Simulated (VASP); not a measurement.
The input files of a VASP run:

### INCAR
```
# general
SYSTEM  = MgSe
PREC    = Accurate
ENCUT   = 520   # plane-wave cut-off (eV)
LREAL   = .FALSE.
LASPH   = .TRUE.   # aspherical one-centre terms

# electronic loop
EDIFF   = 1E-7
NELM    = 100
ALGO    = Normal
LMAXMIX = 4   # l cut-off of mixed one-centre charges

# smearing
ISMEAR  = 0   # Gaussian
SIGMA   = 0.05   # width (eV)

# functional
GGA     = PE   # PBE
IVDW    = 11   # D3, zero damping

# ions
ISIF    = 2   # forces and stress, cell fixed

# output
LWAVE   = .FALSE.
LCHARG  = .FALSE.
```

POSCAR:
```
MgSe
5.5630020
  0.0000000000   0.5000000335   0.5000000335
  0.5000000335   0.0000000000   0.5000000335
  0.5000000335   0.5000000335   0.0000000000
Mg Se
1 1
Cart
  0.5000000335   0.0000000000   0.5000000335
  0.5000000335   0.5000000335   0.5000000335
```

File KPOINTS:
```
Automatic mesh
0
Gamma
8 8 8
0 0 0
```

POTCAR, in this order: Mg Se (PBE.64 set). Program: vasp_std.

Q: Write an equivalent input for Quantum ESPRESSO's pw.x.

A: One equivalent input (not run):
```
&CONTROL
  calculation = 'scf'
  pseudo_dir = './pseudo'
  outdir = './out'
  tprnfor = .true.
  tstress = .true.
/
&SYSTEM
  ibrav = 0
  nat = 2
  ntyp = 2
  ecutwfc = 86
  occupations = 'smearing'
  smearing = 'gaussian'
  degauss = 0.003675
  input_dft = 'pbe'
  vdw_corr = 'grimme-d3'
  dftd3_version = 3
  dftd3_threebody = .false.
/
&ELECTRONS
  conv_thr = 7.3e-09
  electron_maxstep = 100
/
ATOMIC_SPECIES
  Mg 24.305 Mg.upf
  Se 78.971 Se.upf
CELL_PARAMETERS angstrom
     0.0000000    2.7815012    2.7815012
     2.7815012    0.0000000    2.7815012
     2.7815012    2.7815012    0.0000000
ATOMIC_POSITIONS crystal
  Mg   0.0000000  1.0000000  0.0000000
  Se   0.5000000  0.5000000  0.5000000
K_POINTS automatic
  8 8 8 0 0 0
```
The two are equivalent in intent, not identical: the potentials are each code's own (VASP's PAW set, PseudoDojo norm-conserving files in pw.x), so ENCUT and ecutwfc are chosen apart and not converted; conv_thr bounds pw.x's estimated SCF error, while EDIFF bounds the energy change between steps.

The compound is MgSe in the rock salt structure. This cell is one point of a volume scan, at 1.06 of the reference volume.
